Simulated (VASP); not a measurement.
Given:

```
BN
1.0
    1.25291    -2.17010     0.00000
    1.25291     2.17010     0.00000
    0.00000     0.00000     7.75217
B N
2 2
Direct
  0.33333   0.66667   0.25000
  0.66667   0.33333   0.75000
  0.66667   0.33333   0.25000
  0.33333   0.66667   0.75000
```

Method: AM05 GGA, VASP's PBE PAW potentials (set 64) (plane waves; VASP 6.6.1). Settings: 520 eV cut-off, 11×11×4 Γ-centred mesh, tetrahedra with Blöchl corrections, potentials B N.

The cores are frozen, which limits the accuracy of field gradients. Without a dispersion term in the relaxation, distances and binding between the weakly bound layers, chains or molecules are unreliable, and so is what depends on them.

**Question.** Give the principal components of the electric field gradient (V/Å²) and the asymmetry η at each nucleus.

**Answer.** 
| atom | Vxx | Vyy | Vzz | η |
|---|---|---|---|---|
| B1 | -17.1 | -17.1 | 34.2 | 0.00 |
| B2 | -17.1 | -17.1 | 34.2 | 0.00 |
| N3 | -1.6 | -1.6 | 3.2 | 0.00 |
| N4 | -1.6 | -1.6 | 3.2 | 0.00 |

The compound is BN in the hex structure. It was relaxed first, which changed the volume by +17 %.
